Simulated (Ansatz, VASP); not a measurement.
# Cross-check of Si2P4W (WSi2P4 monolayer) between VASP and Ansatz, part 2 of 2

Wanted: the spread between two codes on one cell, functional and k mesh. The structure shown is the start of the Ansatz relaxation below; VASP solves that cell, so the two are compared at the walk's first step.

VASP 6.6.1 and Ansatz 0.2.0.

So far: Set-up; Ansatz: relaxation, PBEsol with D3(BJ).

### 3. VASP: single point, PBEsol with D3(BJ), start cell

Level of this step: PBEsol with D3(BJ); plane waves and PAW (P, Si, W) (VASP).

The same cell, functional, mesh and smearing now go to VASP, with its own data sets.

Lines of VASP's logs that name or quote its potential files are left out, and so is its time.

INCAR reads:

```
SYSTEM = Si2P4W
PREC = Accurate
ENCUT = 520
EDIFF = 1E-06
NELM = 120
ISMEAR = -1
SIGMA = 0.05
LREAL = .FALSE.
ALGO = Normal
GGA = PS
IVDW = 12
NBANDS = 24
LASPH = .TRUE.
LORBIT = 11
LWAVE = .FALSE.
LCHARG = .FALSE.
ISIF = 2
LDIPOL = .TRUE.
IDIPOL = 3
DIPOL = 0.5 0.5 0.5
LVHAR = .TRUE.
GGA_COMPAT = .FALSE.
EFERMI = MIDGAP
NELMDL = -8
KPAR = 2
```

POSCAR reads:

```
Si2P4W
1.0
    3.4800000000      0.0000000000      0.0000000000
   -1.7400000000      3.0137680000      0.0000000000
    0.0000000000      0.0000000000     48.0110510000
P Si W
4 2 1
Direct
    0.0000000000      0.0000000000      0.4113636254
    0.3333333886      0.6666667773      0.4687345420
    0.3333333886      0.6666667773      0.5312654580
    0.0000000000      0.0000000000      0.5886363746
    0.3333333886      0.6666667773      0.4247863268
    0.3333333886      0.6666667773      0.5752136732
    0.0000000000      0.0000000000      0.4999999896
```

KPOINTS reads:

```
Automatic mesh
0
Gamma
12 12 1
0 0 0
```

PAW data sets: P, Si and W (PBE family, release 64).

Command:

```
$ mpirun -np 2 vasp_std
```

Numbers of over 12 decimals in the logs are rounded to 6 here.

What it wrote:

```text
[banner, memory and clock lines left out]
running    2 mpi-ranks, on    1 nodes
 distrk:  each k-point on    1 cores,    2 groups
 distr:  one band on    1 cores,    1 groups

 POSCAR found type information on POSCAR P SiW
 POSCAR found :  3 types and       7 ions
|                                                                             |
|               ----> ADVICE to this user running VASP <----                  |
|                                                                             |
|     You enforced a specific xc type in the INCAR file but a different       |
|     [... a line on the potential file left out ...]
|     I HOPE YOU KNOW WHAT YOU ARE DOING!                                     |
|                                                                             |

 LDA part: xc-table for (Slater+PW92), standard interpolation
 POSCAR, INCAR and KPOINTS ok, starting setup
 FFT: planning ... GRIDC
 FFT: planning ... GRID_SOFT
 FFT: planning ... GRID
 WAVECAR not read
 entering main loop
       N       E                     dE             d eps       ncg     rms          rms(c)
DAV:   1     0.248487365313E+03    0.24849E+03   -0.10742E+04   920   0.100E+03
DAV:   2    -0.191905564398E+02   -0.26768E+03   -0.25850E+03  1424   0.194E+02
DAV:   3    -0.496692219700E+02   -0.30479E+02   -0.29983E+02  1144   0.736E+01
DAV:   4    -0.507344146080E+02   -0.10652E+01   -0.10569E+01  1368   0.169E+01
DAV:   5    -0.507693746451E+02   -0.34960E-01   -0.34938E-01  1360   0.272E+00
DAV:   6    -0.507700478024E+02   -0.67316E-03   -0.67297E-03  1392   0.359E-01
DAV:   7    -0.507700661111E+02   -0.18309E-04   -0.18308E-04  1376   0.562E-02
DAV:   8    -0.507700666265E+02   -0.51537E-06   -0.51538E-06  1224   0.808E-03    0.243E+01
DAV:   9    -0.489573921561E+02    0.18127E+01   -0.77524E+00  1320   0.118E+01    0.978E+00
DAV:  10    -0.487121471477E+02    0.24525E+00   -0.39825E+00  1360   0.120E+01    0.746E+00
DAV:  11    -0.484259113911E+02    0.28624E+00   -0.14436E+00  1312   0.741E+00    0.108E+00
DAV:  12    -0.483855950075E+02    0.40316E-01   -0.25112E-01  1336   0.334E+00    0.673E-01
DAV:  13    -0.483872520961E+02   -0.16571E-02   -0.40823E-02  1448   0.111E+00    0.549E-01
DAV:  14    -0.483849828724E+02    0.22692E-02   -0.19132E-02  1280   0.728E-01    0.167E-01
[...]
DAV:  23    -0.483852433657E+02   -0.23639E-04   -0.19777E-06   960   0.750E-03    0.375E-03
DAV:  24    -0.483852479856E+02   -0.46199E-05   -0.56951E-07   832   0.313E-03    0.483E-03
DAV:  25    -0.483852519225E+02   -0.39369E-05   -0.93394E-08   632   0.170E-03    0.343E-03
DAV:  26    -0.483852611864E+02   -0.92639E-05   -0.55236E-07   816   0.492E-03    0.238E-03
DAV:  27    -0.483852623671E+02   -0.11807E-05   -0.22874E-07   648   0.248E-03    0.301E-03
DAV:  28    -0.483852636095E+02   -0.12424E-05   -0.47883E-08   584   0.130E-03    0.255E-03
DAV:  29    -0.483852650774E+02   -0.14679E-05   -0.27528E-08   672   0.764E-04    0.242E-03
DAV:  30    -0.483852659368E+02   -0.85942E-06   -0.30810E-08   664   0.707E-04
   1 F= -.50509292E+02 E0= -.50505309E+02  d E =-.796709E-02
```

OUTCAR, selected parts (step 3):

```text
ion  position               nearest neighbor table
   1  0.000  0.000  0.411-   5 2.11   5 2.11   5 2.11
   2  0.333  0.667  0.469-   5 2.11   7 2.51   7 2.51   7 2.51
   3  0.333  0.667  0.531-   6 2.11   7 2.51   7 2.51   7 2.51
   4  0.000  0.000  0.589-   6 2.11   6 2.11   6 2.11
   5  0.333  0.667  0.425-   1 2.11   1 2.11   2 2.11   1 2.11
   6  0.333  0.667  0.575-   4 2.11   4 2.11   3 2.11   4 2.11
   7  0.000  0.000  0.500-   2 2.51   2 2.51   2 2.51   3 2.51   3 2.51   3 2.51

  LATTYP: Found a hexagonal cell.
 ALAT       =     3.4800000000
 C/A-ratio  =    13.7962790230

 Subroutine GETGRP returns: Found 12 space group operations
 (whereof 12 operations were pure point group operations)

The static configuration has the point symmetry D_3h.

 Found     19 irreducible k-points:

   k-points           NKPTS =     19   k-points in BZ     NKDIM =     19   number of bands    NBANDS=     24

   dimension x,y,z NGX =    28 NGY =   28 NGZ =  360
   dimension x,y,z NGXF=    56 NGYF=   56 NGZF=  720

   ENCUT  =  520.0 eV  38.22 Ry    6.18 a.u.   6.47  6.47 89.27*2*pi/ulx,y,z

   NELECT =      34.0000    total number of electrons

 k-points in reciprocal lattice and weights: Automatic mesh
   0.00000000  0.00000000  0.00000000       0.007
   0.08333333  0.00000000  0.00000000       0.042
   0.16666667  0.00000000  0.00000000       0.042
   0.25000000  0.00000000  0.00000000       0.042
   0.33333333  0.00000000  0.00000000       0.042
   0.41666667  0.00000000  0.00000000       0.042
   0.50000000  0.00000000  0.00000000       0.021
   0.08333333  0.08333333  0.00000000       0.042
   0.16666667  0.08333333  0.00000000       0.083
[...]
0.33333333  0.25000000  0.00000000       0.083
   0.33333333  0.33333333  0.00000000       0.014

 dipolmoment           0.000000      0.000000      0.000003 electrons x Angstroem

 average (electrostatic) potential at core
       1 -90.7759       2 -90.1355       3 -90.1354       4 -90.7758       5 -92.1018
       6 -92.1017       7 -47.3403

 E-fermi :  -2.1382

 k-point     1 :       0.0000    0.0000    0.0000
  band No.  band energies     occupation
    ...
     13      -4.4820      2.00000
     14      -3.1969      2.00000
     15      -3.1969      2.00000
     16      -3.0884      2.00000
     17      -2.4097      1.99127
     18      -0.3985      0.00000
     19      -0.3984      0.00000
     20      -0.2931      0.00000
     21      -0.2931      0.00000
     22       0.1325      0.00000
    ...

 k-point     2 :       0.0833    0.0000    0.0000
  band No.  band energies     occupation
    ...
     13      -4.4056      2.00000
     14      -3.4304      2.00000
     15      -3.3236      2.00000
     16      -2.9644      2.00000
     17      -2.3892      1.98689
     18      -0.4973      0.00000
     19      -0.4179      0.00000
     20      -0.1057      0.00000
     21      -0.0478      0.00000
     22       0.6277      0.00000
    ...

 k-point     3 :       0.1667    0.0000    0.0000
  band No.  band energies     occupation
    ...
     13      -4.1483      2.00000
     14      -3.8146      2.00000
     15      -3.6307      2.00000
     16      -3.1139      2.00000
     17      -2.6150      1.99986
     18      -0.8035      0.00000
     19      -0.7734      0.00000
     20       0.2635      0.00000
     21       0.5471      0.00000
     22       0.7081      0.00000
    ...

 Edisp (eV)   -2.12403

  Total       1.37812     1.37812     9.44508     0.00000     0.00000     0.00000
  in kB       4.38499     4.38498    30.05288     0.00000     0.00000     0.00000
  external pressure =       12.94 kB  Pullay stress =        0.00 kB

  energy-cutoff  :      520.00
  volume of cell :      503.54
      direct lattice vectors                 reciprocal lattice vectors
     3.480000000  0.000000000  0.000000000     0.287356322  0.165905272  0.000000000
    -1.740000000  3.013768000  0.000000000     0.000000000  0.331810544  0.000000000
     0.000000000  0.000000000 48.011051000     0.000000000  0.000000000  0.020828538

 POSITION                                       TOTAL-FORCE (eV/Angst)
 -----------------------------------------------------------------------------------
      0.00000      0.00000     19.75000         0.000000      0.000000     -3.321745
     -0.00000      2.00918     22.50444        -0.000000      0.000000      3.717754
     -0.00000      2.00918     25.50661        -0.000000      0.000000     -3.717754
      0.00000      0.00000     28.26105         0.000000      0.000000      3.321745
     -0.00000      2.00918     20.39444         0.000000     -0.000000      1.057318
     -0.00000      2.00918     27.61661         0.000000     -0.000000     -1.057318
      0.00000      0.00000     24.00553         0.000000     -0.000000      0.000000
 -----------------------------------------------------------------------------------
    total drift:                               -0.000000     -0.000182      0.000165

  FREE ENERGIE OF THE ION-ELECTRON SYSTEM (eV)
  ---------------------------------------------------
  free  energy   TOTEN  =       -50.5092923796 eV

  energy  without entropy=      -50.5013252919  energy(sigma->0) =      -50.50530884

 vacuum level on the upper side and lower side of the slab         2.903         2.903

 total charge
# of ion       s       p       d       tot
------------------------------------------
    1        1.016   1.663   0.000   2.679
    2        1.017   1.527   0.000   2.545
    3        1.017   1.527   0.000   2.545
    4        1.016   1.663   0.000   2.679
    5        0.743   1.023   0.000   1.766
    6        0.743   1.023   0.000   1.766
    7        0.526   0.574   4.156   5.256
--------------------------------------------------
tot          6.079   8.999   4.156  19.234

[... 3 further parts left out ...]
```

### 4. Comparison

Known differences besides the potentials themselves: Ansatz cuts the interaction across the vacuum, VASP repeats the sheet with a dipole correction; the data sets hold 42 valence electrons in Ansatz (on its PAW soft_1 files) and 34 in VASP; the cutoff is 420 eV in Ansatz and 520 eV in VASP; Ansatz makes its cores anew for this functional, VASP keeps those of its PBE data sets. Total energies have different zeros and are not compared.

Forces (eV/Å; atoms numbered as in POSCAR):

```csv
atom,"Ansatz x, y, z","VASP x, y, z"
P1,"0.000, 0.000, -3.304","0.000, 0.000, -3.322"
P2,"0.000, 0.000, 3.676","0.000, 0.000, 3.718"
P3,"0.000, 0.000, -3.676","0.000, 0.000, -3.718"
P4,"0.000, 0.000, 3.304","0.000, 0.000, 3.322"
Si5,"0.000, 0.000, 1.044","0.000, 0.000, 1.057"
Si6,"0.000, 0.000, -1.044","0.000, 0.000, -1.057"
W7,"0.000, 0.000, 0.000","0.000, 0.000, 0.000"
```

The forces differ by 15 meV/Å r.m.s., which is 0.9 % of the r.m.s. force of 1.573 eV/Å (both taken over all components). With vacuum in the cell, a pressure given here is an average over mostly empty space and none of the material.

### 5. What came out

```yaml
r_m_s_force_difference_single_point_pbesol_with_d3_bj_start_cell: 0.93 % of the r.m.s. force
```

**Reading.** The r.m.s. force difference is 0.93 % of the r.m.s. force (single point, PBEsol with D3(BJ), start cell), within the 3 % picked in this series as the mark of a large difference. The data sets hold unlike numbers of valence electrons (42 in Ansatz and 34 in VASP), so part of the differences comes from the potentials. 1 further run of this series is not shown here. Such differences can come from data sets, numerical settings and the points named under the comparisons, not from the functional's error against experiment.

[Lines on the potential files, build, host, timing and source positions are cut from VASP's logs without a mark.]

[Logs are printed without paths, hosts, clocks, repeated set-up lines and the standing remarks that a program may print on its own settings, such as how far it seeks lower states.]

[Hosts, paths, dates, database ids (printed as entryN), source tags and the programs' standing remarks are cut or masked in the printed files.]
